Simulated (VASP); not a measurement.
Wanted: the native input for a VASP 6.6.1 run.

```yaml
Task: single point
Functional: PBE
Potentials_or_basis: VASP PAW PBE potentials, release 64 (Si, F)
Cutoff: 520 eV
k_mesh: 2 × 2 × 2
Occupations: fermi-dirac, width 0.02 eV
Spin: collinear spin, typed start
Starting_moments: "[0.0, 0.0, 0.0, 0.0, 0.0, 0.0, 0.0, 0.0, 0.0, 0.0, 0.0, 0.0, 0.0, 0.0, 0.0, 0.0, 1.0] μB"
Dipole_correction: no
Further_INCAR_settings: LREAL = Auto; ALGO = Normal; EDIFF = 1e-07; NBANDS = 54
```

The structure of Si16F (a cell with a defect) lies in POSCAR:

```
Si16F
1.0
    0.0000000000      5.4300000000      5.4300000000
    5.4300000000      0.0000000000      5.4300000000
    5.4300000000      5.4300000000      0.0000000000
Si F
16 1
Direct
    0.0061998324     -0.0033067440     -0.0030108115
    0.0911249427      0.1407755710      0.1410890756
    0.0058974657     -0.0030326410      0.5142763374
    0.1351492453      0.1253257694      0.6268898669
    0.0058899704      0.5139797206     -0.0027209521
    0.1351546031      0.6266061333      0.1256098826
    0.0059081996      0.5027343214      0.5030060166
    0.1349533489      0.6268158120      0.6271203132
    0.4808681252      0.0106045164      0.0108957376
    0.6257267922      0.1245681652      0.1248618475
    0.5077122475      0.0019739051      0.5019504743
    0.6255561240      0.1247798307      0.6383657978
    0.5077113021      0.5016609020      0.0022781534
    0.6255403006      0.6380940844      0.1250808652
    0.5075349662      0.5019391440      0.5022359215
    0.6298308523      0.6278368247      0.6281356028
    0.7885012818      0.2418878847      0.2421928712
```

The cell was built by a generator and needn't be a form met in nature.

These files were run (other wordings do the same):

INCAR

```
PREC     = Accurate       # precision mode
ENCUT    = 520            # plane-wave cutoff, eV
EDIFF    = 1E-7           # SCF threshold, eV
ISMEAR   = -1             # smearing method
SIGMA    = 0.02           # smearing width, eV
LREAL    = Auto         
LASPH    = T              # aspherical terms in the spheres
NELM     = 150            # most SCF steps
ALGO     = Normal         # electronic algorithm
ISIF     = 2              # what is computed and relaxed
LWAVE    = F              # write WAVECAR
LCHARG   = T              # write CHGCAR
ISPIN    = 2              # spin polarisation
MAGMOM   = 0 0 0 0 0 0 0 0 0 0 0 0 0 0 0 0 1 # initial moments
LORBIT   = 11             # projections on sites
GGA      = PE             # functional
LELF     = T              # ELF
LVHAR    = T            
NBANDS   = 54             # bands
```

KPOINTS

```
regular mesh
0
Gamma
  2 2 2
```

Potentials or basis: VASP PAW PBE potentials, release 64 (Si, F).

Run with:

```sh
$ cat potpaw_PBE.64/Si/POTCAR potpaw_PBE.64/F/POTCAR > POTCAR
$ mpirun -np 1 vasp_std > vasp.out
```

It gave:

```yaml
Pressure: 4.5 GPa
Largest_force: 0.042 eV/Å
Band_gap_on_the_k_mesh: none (metal or under the smearing width)
Net_moment: 0.22 μB per cell
Site_moments: Si +0.01, +0.00, +0.03, -0.00; F +0.02 μB
Valence_electrons_inside_the_program's_atomic_spheres: Si 1.71, 1.62, 1.69, 1.67, 1.70; F 6.11
```

Caveat: the k mesh is coarse (spacing up to 0.50 Å⁻¹), so the values aren't converged.

It took 5.6 min on 1 thread of Intel(R) Xeon(R) 6975P-C (Granite Rapids) (shared host), peak memory 0.71 GiB.
